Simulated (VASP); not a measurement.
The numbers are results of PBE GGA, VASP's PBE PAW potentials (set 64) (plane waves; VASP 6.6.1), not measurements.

Input for VASP

### KPOINTS
```
Automatic
0
Gamma
6 6 6
```

INCAR:
```
ALGO=Normal
EDIFF=1E-6
ENCUT=400
GGA=PE
ISMEAR=0
LASPH=.TRUE.
LCHARG=.FALSE.
LMAXMIX=4
LREAL=.FALSE.
LWAVE=.TRUE.
NELM=100
PREC=Accurate
SIGMA=0.05
SYSTEM=KBr
```

**POSCAR**
```
KBr
1
    0.0000000000     3.3524783287     3.3524783287
    3.3524783287     0.0000000000     3.3524783287
    3.3524783287     3.3524783287     0.0000000000
K Br
1 1
Direct
  0.0000000000   0.0000000000   0.0000000000
  0.5000000000   0.5000000000   0.5000000000
```

POTCAR, in this order: K_sv Br (PBE.64 set). Program: vasp_std.

What VASP printed:

### OSZICAR
```
       N       E                     dE             d eps       ncg     rms          rms(c)
DAV:   1     0.908091085937E+02    0.90809E+02   -0.60061E+03   384   0.943E+02
DAV:   2    -0.603156951561E+00   -0.91412E+02   -0.85539E+02   496   0.240E+02
DAV:   3    -0.620872128220E+01   -0.56056E+01   -0.55833E+01   484   0.560E+01
DAV:   4    -0.640652421403E+01   -0.19780E+00   -0.19767E+00   664   0.943E+00
DAV:   5    -0.640771545587E+01   -0.11912E-02   -0.11912E-02   492   0.810E-01    0.290E+00
DAV:   6    -0.622520002062E+01    0.18252E+00   -0.29988E-01   456   0.277E+00    0.211E+00
DAV:   7    -0.621216711059E+01    0.13033E-01   -0.14081E-01   476   0.212E+00    0.101E+00
DAV:   8    -0.622207527486E+01   -0.99082E-02   -0.15907E-02   520   0.103E+00    0.124E-01
DAV:   9    -0.622279757661E+01   -0.72230E-03   -0.95926E-04   484   0.207E-01    0.829E-02
DAV:  10    -0.622324795889E+01   -0.45038E-03   -0.53985E-04   444   0.165E-01    0.180E-02
DAV:  11    -0.622325366184E+01   -0.57030E-05   -0.22914E-05   556   0.269E-02    0.382E-03
DAV:  12    -0.622325776547E+01   -0.41036E-05   -0.39145E-06   444   0.156E-02    0.433E-03
DAV:  13    -0.622325785116E+01   -0.85687E-07   -0.50694E-07   368   0.435E-03
   1 F= -.62232579E+01 E0= -.62232579E+01  d E =-.126838E-16
```

OUTCAR:
```
------------------------ aborting loop because EDIFF is reached ----------------------------------------
  FORCE on cell =-STRESS in cart. coord.  units (eV):
  Direction    XX          YY          ZZ          XY          YZ          ZX
  --------------------------------------------------------------------------------------
  Total        0.0070333      0.0070333      0.0070333     -0.0000000      0.0000000     -0.0000000
  in kB        0.1495350      0.1495350      0.1495350     -0.0000000      0.0000000     -0.0000000
  external PRESSURE =       0.1495350 kB  Pullay stress =       0.0000000 kB
  volume of cell :       75.36
      direct lattice vectors                 reciprocal lattice vectors
     0.000000000  3.352478329  3.352478329    -0.149143395  0.149143395  0.149143395
     3.352478329  0.000000000  3.352478329     0.149143395 -0.149143395  0.149143395
     3.352478329  3.352478329  0.000000000     0.149143395  0.149143395 -0.149143395
  FREE ENERGIE OF THE ION-ELECTRON SYSTEM (eV)
  ---------------------------------------------------
  free  energy   TOTEN  =        -6.2232578512 eV

  energy  without entropy=       -6.2232578512  energy(sigma->0) =       -6.22325785
```
(Selected blocks of OUTCAR.)

The structure comes from a computed database's KBr entry (Fm-3m); how it stands against other phases isn't given here. It was relaxed first, which changed the volume by +5 %.
